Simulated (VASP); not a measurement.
Given:

```xyz
2
Lattice="0.0000 2.0400 2.0400 2.0400 0.0000 2.0400 2.0400 2.0400 0.0000" Properties=species:S:1:pos:R:3 pbc="T T T"
Li     0.0000     0.0000     0.0000
H      2.0400     2.0400     2.0400
```

Calculation: PBE GGA, VASP's PBE PAW potentials (set 64) (plane waves; VASP). Run with 520 eV cut-off, 8×8×8 Γ-centred mesh, Gaussian smearing of 0.050 eV, potentials Li_sv H.

Give the stress tensor in GPa (positive for a compressed cell).

```
-2.01   0.00   0.00
 0.00  -2.01   0.00
 0.00   0.00  -2.01
```
The pressure is its mean diagonal, -2.01 GPa.

The compound is LiH in the rock salt structure. The cell was not relaxed at this level.
